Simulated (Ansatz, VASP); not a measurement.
## Cross-check of Pt (Pt(111)) between VASP and Ansatz

Aim: how closely do two programs agree when they are given the same cell, functional and k mesh? The structure shown is the start of the Ansatz relaxation below; VASP solves that cell, so the two are compared at the walk's first step.

Method: plane waves, with VASP 6.6.1 beside it; single point at LDA and single point at PBE, in Ansatz 0.2.0.

**1. Set-up**

The cell holds 7 atoms: 7 Pt. Its edges and angles: a = 2.753 Å, b = 2.753 Å, c = 29.487 Å, α = 90.0°, β = 90.0°, γ = 120.0°. Vacuum lies along c.

**2. Ansatz: relaxation, LDA**

Ansatz runs on its default PAW (the set named soft_2) files.

The two programs are compared at the cell with which this relaxation starts, whose forces are those of its first step.

File input.yaml:

```yaml
crystal:
  lattice:
    - [2.7529438187, 0.0, 0.0]
    - [-1.3764719094, 2.3841192822, 0.0]
    - [0.0, 0.0, 29.4866152928]
  atoms:
    - { symbol: Pt, position: [0.0, 0.0, 0.2713095389] }
    - { symbol: Pt, position: [0.3333333333, 0.6666666667, 0.3475396926] }
    - { symbol: Pt, position: [0.6666666667, 0.3333333333, 0.4237698463] }
    - { symbol: Pt, position: [0.0, 0.0, 0.5] }
    - { symbol: Pt, position: [0.3333333333, 0.6666666667, 0.5762301537] }
    - { symbol: Pt, position: [0.6666666667, 0.3333333333, 0.6524603074] }
    - { symbol: Pt, position: [0.0, 0.0, 0.7286904611] }
hamiltonian:
  xc: lda
kpoints:
  mp_grid: { grid: [12, 12, 1] }
scf:
  occupations: { method: methfessel_paxton, width: 0.1 }
  convergence: { dr2_threshold: 1.0e-09 }
efield:
  axis: 3
  dipole_correction: true
relax:
  f_tol: 0.01
  max_steps: 40
  constraints: [{ sites: [3] }]
output:
  write_potential: true
  write_density: true
  volumetric_format: npy
```

Run with:

```
> ansatz run input.yaml --threads 2 --pin off --max-ram 4096MiB --backend cpu --events-out ev --progress --plain --runs-dir out
```

Numbers of over 12 decimals in the logs are rounded to 6 here.

The program printed:

```text
Engine: ansatz 0.2.0, aarch64-unknown-linux-gnu
Pseudopotentials: kind: paw
Pseudopotential: Pt, paw, valence charge 18, recommended cutoff 420 eV (normal), Pt.paw.azcp
Functional definition: SPW92
  exchange = slater_x
  correlation = pw_c
Crystal: 7 atoms, lattice volume = 193.531 Å³
Basis set: ecut = 420 eV, 3765 PW (Γ)
Bands: 76, of which v1, the nominal top of the filled ones, is band 63 counted from 1 (62 counted from 0)
Symmetry: 6 space group operations
k-points: 19 of 144 (time reversal used)
Non-local potential: Pt, projectors of the file, l = 0: 3, l = 1: 2, l = 2: 2, l = 3: 1
PAW form: soft (Blöchl's): semilocal exchange-correlation on the pseudo side does not see the compensation charge
PAW frozen core: Pt, regenerated for the run's functional, and the local potential with it (the file was generated under x = pbe(κ = 0.804, μ = 0.219515), c = pbe(β = 0.066725))
PAW one-centre angular grid: Pt, 590 points (default); XC on 64 Gauss nodes
Initial density: superposition of atomic densities (neutral atoms: chi_scale 0, normalization atom), corrected by the library's trained network
Initial wavefunctions: pseudopotential atomic-orbital guess
Functional: x = slater, c = lda
SCF iter   1: F=—  HF=-85713.367353 eV  |F-HF|=—  |Δ(HF+E_count)|=         —  Δρ=1.52e-2  dr2=8.01e0  ethr=1.77e-3  p=0.000 e·Å  D=4.30e-14 V/Å  ΔV_dip=-0.00 eV  dr2_dipole=3.68e-6  V_vac-E_F(+/−)=5.43/5.43 eV  ⟨swp⟩=8.5  Hψ=6514  notcnv=0  defer=15
efield: sawtooth ramp at fractional position 0.9500 (placed from the atoms, in the widest stretch of the axis that holds none; the zero of the levels goes with the place), width 0.1000; the density the first Hamiltonian is built on has a dipole p = 0.000 e·Å; the dipole correction subtracts the counter field D = 4.30e-14 V/Å, which shifts the + side's vacuum level by -0.00 eV against the − side's; the planar-averaged density in the ramp window peaks in size at 3.0e-5 e/Å³
preconditioner: auto → LDOS  [metal: Δε(μ)=0.015 eV  Ē_g=8.115 eV  σ=0.100 eV  W_gap=0.13  n_scr=22 (ndim 8)  ℏωp=22.3 eV  f_vac=0.431  D(μ)=13.42/eV (n_scr^D=170)  β→1.0]
SCF iter   2: F=—  HF=-85713.296020 eV  |F-HF|=—  |Δ(HF+E_count)|=   7.13e-2  S|Δr|=    0.00e0  Δρ=5.66e-3  dr2=8.35e-1  ethr=1.77e-3  p=0.000 e·Å  D=9.69e-6 V/Å  ΔV_dip=-0.00 eV  dr2_dipole=1.69e-6  V_vac-E_F(+/−)=5.88/5.88 eV  ⟨swp⟩=1.6  Hψ=1698  notcnv=0  defer=45
SCF iter   3: F=—  HF=-85713.290171 eV  |F-HF|=—  |Δ(HF+E_count)|=   5.85e-3  S|Δr|=    0.00e0  Δρ=3.57e-3  dr2=4.46e-2  ethr=6.62e-4  p=0.000 e·Å  D=1.20e-5 V/Å  ΔV_dip=-0.00 eV  dr2_dipole=9.22e-7  V_vac-E_F(+/−)=5.95/5.96 eV  ⟨swp⟩=1.3  Hψ=1370  notcnv=0  defer=52
SCF iter   4: F=—  HF=-85713.283917 eV  |F-HF|=—  |Δ(HF+E_count)|=   6.25e-3  S|Δr|=    0.00e0  Δρ=8.18e-4  dr2=4.98e-3  ethr=3.54e-5  p=0.000 e·Å  D=7.38e-7 V/Å  ΔV_dip=-0.00 eV  dr2_dipole=3.02e-9  V_vac-E_F(+/−)=6.02/6.02 eV  ⟨swp⟩=2.0  Hψ=1813  notcnv=0  defer=52
SCF iter   5: F=—  HF=-85713.284019 eV  |F-HF|=—  |Δ(HF+E_count)|=   1.02e-4  S|Δr|=    0.00e0  Δρ=4.93e-4  dr2=1.65e-3  ethr=3.95e-6  p=0.000 e·Å  D=5.77e-6 V/Å  ΔV_dip=-0.00 eV  dr2_dipole=3.45e-9  V_vac-E_F(+/−)=6.02/6.02 eV  ⟨swp⟩=2.2  Hψ=2016  notcnv=0  defer=52
SCF iter   6: F=—  HF=-85713.283883 eV  |F-HF|=—  |Δ(HF+E_count)|=   1.36e-4  S|Δr|=    0.00e0  Δρ=2.36e-4  dr2=5.47e-4  ethr=1.31e-6  p=-0.000 e·Å  D=-6.26e-7 V/Å  ΔV_dip=0.00 eV  dr2_dipole=7.56e-9  V_vac-E_F(+/−)=6.03/6.03 eV  ⟨swp⟩=2.0  Hψ=1971  notcnv=0  defer=52
SCF iter   7: F=—  HF=-85713.283867 eV  |F-HF|=—  |Δ(HF+E_count)|=   1.62e-5  S|Δr|=    0.00e0  Δρ=1.27e-4  dr2=1.46e-4  ethr=4.34e-7  p=0.000 e·Å  D=6.96e-7 V/Å  ΔV_dip=-0.00 eV  dr2_dipole=2.51e-9  V_vac-E_F(+/−)=6.03/6.03 eV  ⟨swp⟩=2.0  Hψ=1912  notcnv=0  defer=52
SCF iter   8: F=—  HF=-85713.283855 eV  |F-HF|=—  |Δ(HF+E_count)|=   1.19e-5  S|Δr|=    0.00e0  Δρ=4.47e-5  dr2=1.83e-5  ethr=1.16e-7  p=-0.000 e·Å  D=-2.34e-8 V/Å  ΔV_dip=0.00 eV  dr2_dipole=5.54e-13  V_vac-E_F(+/−)=6.03/6.03 eV  ⟨swp⟩=1.9  Hψ=1806  notcnv=0  defer=52
SCF iter   9: F=—  HF=-85713.283853 eV  |F-HF|=—  |Δ(HF+E_count)|=   2.37e-6  S|Δr|=    0.00e0  Δρ=8.21e-6  dr2=4.64e-7  ethr=1.45e-8  p=-0.000 e·Å  D=-1.25e-7 V/Å  ΔV_dip=0.00 eV  dr2_dipole=1.63e-10  V_vac-E_F(+/−)=6.03/6.03 eV  ⟨swp⟩=2.1  Hψ=2009  notcnv=0  defer=52
SCF iter  10: F=—  HF=-85713.283750 eV  |F-HF|=—  |Δ(HF+E_count)|=   1.03e-4  S|Δr|=    0.00e0  Δρ=4.02e-6  dr2=1.03e-7  ethr=3.68e-10  p=-0.000 e·Å  D=-6.73e-8 V/Å  ΔV_dip=0.00 eV  dr2_dipole=5.04e-12  V_vac-E_F(+/−)=6.03/6.03 eV  ⟨swp⟩=2.7  Hψ=2648  notcnv=0  defer=52
SCF iter  11: F=—  HF=-85713.283750 eV  |F-HF|=—  |Δ(HF+E_count)|=   9.12e-9  S|Δr|=    0.00e0  Δρ=1.68e-6  dr2=1.75e-8  ethr=8.15e-11  p=-0.000 e·Å  D=-2.98e-8 V/Å  ΔV_dip=0.00 eV  dr2_dipole=6.00e-13  V_vac-E_F(+/−)=6.03/6.03 eV  ⟨swp⟩=2.1  Hψ=2005  notcnv=0  defer=52
[...]
SCF iter   9: F=—  HF=-85713.287812 eV  |F-HF|=—  |Δ(HF+E_count)|=   1.61e-8  S|Δr|=    0.00e0  Δρ=2.39e-6  dr2=8.07e-9  ethr=2.28e-10  p=0.000 e·Å  D=1.41e-10 V/Å  ΔV_dip=-0.00 eV  dr2_dipole=2.73e-11  V_vac-E_F(+/−)=6.03/6.03 eV  ⟨swp⟩=1.9  Hψ=1894  notcnv=0  defer=95
SCF iter  10: F=-85713.287812 eV  HF=-85713.287812 eV  |F-HF|=6.40e-10  |Δ(HF+E_count)|=   2.15e-9  S|Δr|=    0.00e0  Δρ=3.76e-7  dr2=5.53e-10  ethr=1.00e-12  p=-0.000 e·Å  D=-1.19e-8 V/Å  ΔV_dip=0.00 eV  dr2_dipole=4.48e-12  V_vac-E_F(+/−)=6.03/6.03 eV  ⟨swp⟩=7.8  Hψ=9866  notcnv=0
SCF 3 converged in 10 iterations: F = -85713.287812 eV  dr2 = 5.53e-10
relax step   3: F+E_penalty+E_count = -85713.28781225 eV  Δ(F+E_penalty+E_count) = -4.062e-3 eV  max|allowed force component| = 8.745e-3 eV/Å  Δτ_max = 0.0224 Å  (10 SCF iters, accepted)
NSCF: frozen V_eff on 19 k-points
the band table was solved once a step of the walk had ended and its energy, with any forces and stress, was formed, with the checks that follow a solve (7280 applications of the Hamiltonian). They found nothing against the state; the energy, forces and stress were not computed again (output.eigenvalues in the input reference)
WARN: The output density's exchange-correlation potential varies sharply where the density is thin. Do not read a vacuum level from v_tot or v_xc, or from such a field of the output density. On a cell that repeats whose density bears no net charge and no dipole along the vacuum's axis use v_es (v_loc + v_h of the components); under efield.dipole_correction with no amplitude use v_es + v_field, which holds any externa [...]
SCF converged after 10 iterations
Stability not checked: this state was not tested for a lower state beside it, because cold or Methfessel-Paxton smearing, or corrected tetrahedra, fill the levels in a way that the test cannot read (fill_not_monotonic; see scf.lower_state_search)
Free energy (F): -85713.287812 eV
Harris-Foulkes:  -85713.287812 eV  (|F-HF|=6.40e-10)
Internal energy: -85713.284851 eV  (E = F + TS)
E sigma→0 (E₀):  -85713.287072 eV
Entropy (-TS):   -0.002961 eV (-0.423 meV/atom)
Fermi energy:    9.813844 eV
Dipole field:    D = -0.000003 V/Å  (p = -0.000003 e·Å, saw-weighted, corrected)
Work function:   Φ+ = 6.0299 eV   Φ− = 6.0298 eV
Levels:          The Fermi level and band energies are counted from a zero that moves with the ramp; work functions are not
--- Per-component energies (eV) ---
  E_band       = -2604.258521
  E_kinetic    = 4469.871785
  E_local      = -249014.279257  (includes V_loc(G=0)·N_el)
  E_nonlocal   = 1449.179505
  E_hartree    = 122337.200819
  E_xc         = -1822.356053
  E_vxc        = -2118.686773  (∫ρ·V_xc dr)
  E_paw        = -64243.948354  (= ΣΔE_a)
  E_vpaw       = -2064.747086  (= ΣTr[D̂ρ^β])
  E_aug_tail   = 0.001138  (compensation charges beyond the density's cutoff)
  E_efield     = 0.000000  (sawtooth field / dipole correction)
  E_vefield    = 0.000000  (∫n·V_field dr)
  E_ewald      = 101107.798481
  E_core_change = 3.247086  (= ΣΔE_core)
  E_smearing   = -0.002961  (= −TS)
  E_closure    = 0.000000  (closes the sum)
  Σ components = -85713.287812   (vs F -85713.287812, Δ=0.00e0)
--- Forces (eV/Å), atoms counted from 1 ---
  atom   1  Pt     0.00000000     0.00000000    -0.00240962
  atom   2  Pt    -0.00000000     0.00000000     0.00874485
  atom   3  Pt     0.00000000    -0.00000000     0.00378362
  atom   4  Pt    -0.00000000    -0.00000000     0.00000017
  atom   5  Pt     0.00000000     0.00000000    -0.00378366
  atom   6  Pt     0.00000000    -0.00000000    -0.00874484
  atom   7  Pt    -0.00000000    -0.00000000     0.00240994
  max |Σ_I F_I| component: 4.63e-7 eV/Å
--- Band table (eV; the first three rows and the last of 19) ---
  k-point 0: bands = [... 59 lower, 8.3165, 8.3165, 8.6881, 8.6881, 9.1903, 9.1903, 9.6554, 9.6554, ... 9 higher]
  k-point 1: bands = [... 59 lower, 8.3611, 8.3702, 8.6398, 8.7017, 8.7772, 9.1729, 9.1972, 9.6648, ... 9 higher]
  k-point 2: bands = [... 59 lower, 8.0549, 8.2790, 8.4174, 8.7328, 8.9151, 9.2064, 9.6843, 9.8242, ... 9 higher]
  k-point 18: bands = [... 59 lower, 9.3580, 9.5991, 9.6040, 9.6040, 14.3786, 14.3790, 14.3790, 14.9884, ... 9 higher]
--- Relaxed structure (3 steps of the walk, 2 accepted, 0 SCFs on fresh bases) ---
  F+E_penalty+E_count = -85713.28781225 eV   max|allowed force component| = 8.745e-3 eV/Å
  atoms:
    - { symbol: Pt, position: [-1.0011349322151602e-19, 0, 0.271528] }
    - { symbol: Pt, position: [0.333333, 0.666667, 0.348299] }
    - { symbol: Pt, position: [0.666667, 0.333333, 0.424113] }
    - { symbol: Pt, position: [0.0, 0.0, 0.5] }
    - { symbol: Pt, position: [0.333333, 0.666667, 0.575887] }
    - { symbol: Pt, position: [0.666667, 0.333333, 0.651701] }
    - { symbol: Pt, position: [1.0011213460890409e-19, 0, 0.728472] }
```

**3. VASP: single point, LDA, start cell, pair 1**

The same cell, functional (in two slightly different forms), mesh and smearing now go to VASP, with its own data sets.

Lines of VASP's logs that name or quote its potential files are left out, and so is its time.

File INCAR:

```
SYSTEM = Pt
PREC = Accurate
ENCUT = 400
EDIFF = 1E-06
NELM = 120
ISMEAR = 1
SIGMA = 0.1
LREAL = .FALSE.
ALGO = Normal
GGA = PW92
NBANDS = 43
LASPH = .TRUE.
LORBIT = 11
LWAVE = .FALSE.
LCHARG = .FALSE.
ISIF = 2
LDIPOL = .TRUE.
IDIPOL = 3
DIPOL = 0.5 0.5 0.5
LVHAR = .TRUE.
GGA_COMPAT = .FALSE.
NELMDL = -8
KPAR = 2
```

File POSCAR:

```
Pt
1.0
    2.7529438187      0.0000000000      0.0000000000
   -1.3764719094      2.3841192822      0.0000000000
    0.0000000000      0.0000000000     29.4866152928
Pt
7
Direct
    0.0000000000      0.0000000000      0.2713095439
    0.3333333333      0.6666666667      0.3475396903
    0.6666666667      0.3333333333      0.4237698366
    0.0000000000      0.0000000000      0.5000000000
    0.3333333333      0.6666666667      0.5762301634
    0.6666666667      0.3333333333      0.6524603097
    0.0000000000      0.0000000000      0.7286904561
```

File KPOINTS:

```
Automatic mesh
0
Gamma
12 12 1
0 0 0
```

The projector-augmented-wave data sets are Pt (LDA family, release 64).

Run with:

```
> mpirun -np 2 vasp_std
```

The program printed:

```text
[banner, memory and clock lines left out]
running    2 mpi-ranks, on    1 nodes
 distrk:  each k-point on    1 cores,    2 groups
 distr:  one band on    1 cores,    1 groups

 POSCAR found type information on POSCAR Pt
 POSCAR found :  1 types and       7 ions
|                                                                             |
|               ----> ADVICE to this user running VASP <----                  |
|                                                                             |
|     You enforced a specific xc type in the INCAR file but a different       |
|     [... a line on the potential file left out ...]
|     I HOPE YOU KNOW WHAT YOU ARE DOING!                                     |
|                                                                             |

 LDA part: xc-table for (Slater(with rela. corr.)+PW92), standard interpolation
 POSCAR, INCAR and KPOINTS ok, starting setup
 FFT: planning ... GRIDC
 FFT: planning ... GRID_SOFT
 FFT: planning ... GRID
 WAVECAR not read
 entering main loop
       N       E                     dE             d eps       ncg     rms          rms(c)
DAV:   1     0.409385268560E+03    0.40939E+03   -0.29525E+04  1650   0.119E+03
DAV:   2    -0.322313748241E+02   -0.44162E+03   -0.42038E+03  1945   0.281E+02
DAV:   3    -0.531639627082E+02   -0.20933E+02   -0.19626E+02  2006   0.548E+01
DAV:   4    -0.539861159965E+02   -0.82215E+00   -0.78355E+00  1985   0.102E+01
DAV:   5    -0.540051603840E+02   -0.19044E-01   -0.18984E-01  1919   0.170E+00
DAV:   6    -0.540059331728E+02   -0.77279E-03   -0.77258E-03  2137   0.307E-01
DAV:   7    -0.540059526079E+02   -0.19435E-04   -0.19432E-04  1898   0.501E-02
DAV:   8    -0.540059536057E+02   -0.99781E-06   -0.99789E-06  1654   0.991E-03    0.342E+01
DAV:   9    -0.576939801804E+02   -0.36880E+01   -0.28474E+01  1807   0.340E+01    0.338E+01
DAV:  10    -0.651240298093E+02   -0.74300E+01   -0.79301E+01  2049   0.638E+01    0.321E+01
DAV:  11    -0.659131328268E+02   -0.78910E+00   -0.71888E+01  1843   0.468E+01    0.303E+01
DAV:  12    -0.550227499153E+02    0.10890E+02   -0.16312E+01  1775   0.262E+01    0.164E+01
DAV:  13    -0.543465115159E+02    0.67624E+00   -0.23904E+01  1786   0.318E+01    0.162E+01
DAV:  14    -0.512955718814E+02    0.30509E+01   -0.87070E+00  1805   0.168E+01    0.762E+00
[...]
DAV:  27    -0.508935577280E+02   -0.12252E-04   -0.13018E-05  1784   0.201E-02    0.164E-02
DAV:  28    -0.508935749391E+02   -0.17211E-04   -0.81228E-06  1270   0.164E-02    0.270E-02
DAV:  29    -0.508935814452E+02   -0.65061E-05   -0.22097E-06  1113   0.806E-03    0.242E-02
DAV:  30    -0.508935846978E+02   -0.32526E-05   -0.87424E-06  1228   0.159E-02    0.565E-03
DAV:  31    -0.508935878492E+02   -0.31514E-05   -0.96945E-07  1073   0.482E-03    0.474E-03
DAV:  32    -0.508935890389E+02   -0.11898E-05   -0.14141E-07   939   0.195E-03    0.246E-03
DAV:  33    -0.508935909889E+02   -0.19500E-05   -0.13846E-07   924   0.186E-03    0.286E-03
DAV:  34    -0.508935919395E+02   -0.95054E-06   -0.97998E-08   918   0.157E-03
   1 F= -.50893592E+02 E0= -.50892730E+02  d E =-.258669E-02
```

OUTCAR, selected parts (step 3):

```text
ion  position               nearest neighbor table
   1  0.000  0.000  0.271-   2 2.75   2 2.75   2 2.75
   2  0.333  0.667  0.348-   3 2.75   3 2.75   3 2.75   1 2.75   1 2.75   1 2.75
   3  0.667  0.333  0.424-   2 2.75   2 2.75   2 2.75   4 2.75   4 2.75   4 2.75
   4  0.000  0.000  0.500-   3 2.75   5 2.75   3 2.75   5 2.75   3 2.75   5 2.75
   5  0.333  0.667  0.576-   6 2.75   6 2.75   6 2.75   4 2.75   4 2.75   4 2.75
   6  0.667  0.333  0.652-   5 2.75   5 2.75   5 2.75   7 2.75   7 2.75   7 2.75
   7  0.000  0.000  0.729-   6 2.75   6 2.75   6 2.75

  LATTYP: Found a hexagonal cell.
 ALAT       =     2.7529438187
 C/A-ratio  =    10.7109397193

 Subroutine GETGRP returns: Found 12 space group operations
 (whereof 12 operations were pure point group operations)

The static configuration has the point symmetry D_3d.

 Found     19 irreducible k-points:

   k-points           NKPTS =     19   k-points in BZ     NKDIM =     19   number of bands    NBANDS=     43

   dimension x,y,z NGX =    18 NGY =   18 NGZ =  192
   dimension x,y,z NGXF=    36 NGYF=   36 NGZF=  384

   ENCUT  =  400.0 eV  29.40 Ry    5.42 a.u.   4.49  4.49 48.09*2*pi/ulx,y,z

   NELECT =      70.0000    total number of electrons

 k-points in reciprocal lattice and weights: Automatic mesh
   0.00000000  0.00000000  0.00000000       0.007
   0.08333333 -0.00000000  0.00000000       0.042
   0.16666667 -0.00000000  0.00000000       0.042
   0.25000000  0.00000000  0.00000000       0.042
   0.33333333  0.00000000  0.00000000       0.042
   0.41666667  0.00000000  0.00000000       0.042
   0.50000000  0.00000000  0.00000000       0.021
   0.08333333  0.08333333  0.00000000       0.042
   0.16666667  0.08333333  0.00000000       0.083
[...]
0.33333333  0.25000000  0.00000000       0.083
   0.33333333  0.33333333  0.00000000       0.014

 dipolmoment           0.000000      0.000000      0.000000 electrons x Angstroem

 average (electrostatic) potential at core
       1 -70.4099       2 -70.8632       3 -70.9556       4 -70.9210       5 -70.9556
       6 -70.8632       7 -70.4099

 E-fermi :   3.3290

 k-point     1 :       0.0000    0.0000    0.0000
  band No.  band energies     occupation
    ...
     38       3.1733      2.05010
     39       3.1733      2.05010
     40       3.2981      1.49664
     41       3.3597      0.50615
     42       3.3597      0.50615
     43       3.6162     -0.00038

 k-point     2 :       0.0833   -0.0000    0.0000
  band No.  band energies     occupation
    ...
     35       2.2041      2.00000
     36       2.3053      2.00000
     37       2.6893      2.00000
     38       2.7093      2.00000
     39       3.1839      2.05953
     40       3.3774      0.27719
     41       3.4591     -0.06932
     42       4.4628     -0.00000
     43       4.9667     -0.00000

 k-point     3 :       0.1667   -0.0000    0.0000
  band No.  band energies     occupation
    ...
     35       2.2400      2.00000
     36       2.4399      2.00000
     37       2.7231      2.00000
     38       3.2058      2.07090
     39       3.3411      0.79733
     40       3.4209     -0.02914
     41       4.4577     -0.00000
     42       5.7286      0.00000
     43       6.6109      0.00000

  Total       -4.5199589     -4.5199589     -0.0258975      0.0000000      0.0000000     -0.0000000
  in kB      -37.4192270    -37.4192270     -0.2143967      0.0000000      0.0000000     -0.0000000
  external PRESSURE =     -25.0176169 kB  Pullay stress =       0.0000000 kB

  energy-cutoff  :      400.00
  volume of cell :      193.53
      direct lattice vectors                 reciprocal lattice vectors
     2.752943819  0.000000000  0.000000000     0.363247515  0.209721050  0.000000000
    -1.376471909  2.384119282  0.000000000     0.000000000  0.419442101  0.000000000
     0.000000000  0.000000000 29.486615293     0.000000000  0.000000000  0.033913692

 POSITION                                       TOTAL-FORCE (eV/Angst)
 -----------------------------------------------------------------------------------
      0.00000      0.00000      8.00000         0.000000      0.000000     -0.135446
     -0.00000      1.58941     10.24777        -0.000000      0.000000      0.206952
      1.37647      0.79471     12.49554        -0.000000      0.000000     -0.020472
      0.00000      0.00000     14.74331         0.000000      0.000000      0.000000
     -0.00000      1.58941     16.99108         0.000000     -0.000000      0.020472
      1.37647      0.79471     19.23885        -0.000000      0.000000     -0.206952
      0.00000      0.00000     21.48662         0.000000     -0.000000      0.135446
 -----------------------------------------------------------------------------------
    total drift:                               -0.000000     -0.000000      0.000000

  FREE ENERGIE OF THE ION-ELECTRON SYSTEM (eV)
  ---------------------------------------------------
  free  energy   TOTEN  =       -50.8935919395 eV

  energy  without entropy=      -50.8910052490  energy(sigma->0) =      -50.89272971

 vacuum level on the upper side and lower side of the slab         9.344         9.344

 total charge
# of ion       s       p       d       tot
------------------------------------------
    1        0.648   0.492   8.032   9.172
    2        0.642   0.628   8.073   9.343
    3        0.651   0.638   8.068   9.358
    4        0.651   0.638   8.076   9.365
    5        0.651   0.638   8.068   9.358
    6        0.642   0.628   8.073   9.343
    7        0.648   0.492   8.032   9.172
--------------------------------------------------
tot          4.533   4.154  56.422  65.110

[... 3 further parts left out ...]
```

[end of part 1 of 2]

[Lines on the potential files, build, host, timing and source positions are cut from VASP's logs without a mark.]

[Logs are printed without paths, hosts, clocks, repeated set-up lines and the standing remarks that a program may print on its own settings, such as how far it seeks lower states.]

[Hosts, paths, dates, database ids (printed as entryN), source tags and the programs' standing remarks are cut or masked in the printed files.]
